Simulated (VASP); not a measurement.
A run of VASP 6.6.1:

The input INCAR:

```
ALGO = Fast
EDIFF = 1E-6
ENCUT = 520
GGA = PS
ISIF = 2
ISMEAR = -1
LASPH = True
LCHARG = False
LREAL = Auto
LWAVE = False
NBANDS = 34
NELM = 100
PREC = Accurate
SIGMA = 0.05
```

Contents of KPOINTS:

```
k-points
0
Gamma
  3 3 2
```

Contents of POSCAR:

```
NaBe16
1.0
   -2.3091000000     -3.9994790000      0.0000000000
    3.4636500000     -1.9997390000      0.0000000000
    0.0000000000      0.0000000000      7.2254000000
Be Na
16 1
Direct
    0.5533274260      0.1044529209      0.1852630996
    0.5004022767      0.7086682826      0.3543471642
    0.5003857536      0.2950473470      0.6423589005
    0.5389137773      0.8912291378      0.8297948902
    0.1606777076      0.9432595368      0.1110941955
    0.2255647327      0.1651008399      0.3717302848
    0.2605026830      0.7708130860      0.5997868630
    0.1703161759      0.1083761586      0.8217814931
   -0.0704760219      0.3560301468      0.1897334404
   -0.0331184514      0.7117711616      0.3600631107
   -0.0028410894      0.3286243242      0.6259307443
   -0.0456947618      0.7030693706      0.8483267362
    0.7788613872      0.7574289634      0.0810889363
    0.7379811740      0.1604008283      0.4291665513
    0.7793045861      0.8110496787      0.6119937997
    0.8099600198      0.2274706399      0.9473523957
    0.3715424591      0.4858252688     -0.0066293908
```

Potentials or basis: VASP PAW PBE potentials, release 64 (Be, Na_pv).

The run is started by

```bash
$ cat potpaw_PBE.64/Be/POTCAR potpaw_PBE.64/Na_pv/POTCAR > POTCAR
$ mpirun -np 1 vasp_std > vasp.out
```

Hardware: 1 thread of AMD EPYC 7R13 Processor (Zen 3) (shared host).

How long does it take, and how much memory?

It took 60 s on 1 thread of AMD EPYC 7R13 Processor (Zen 3), on a shared host, peak memory 0.19 GiB. Counts: scf iterations 13, k points 10.
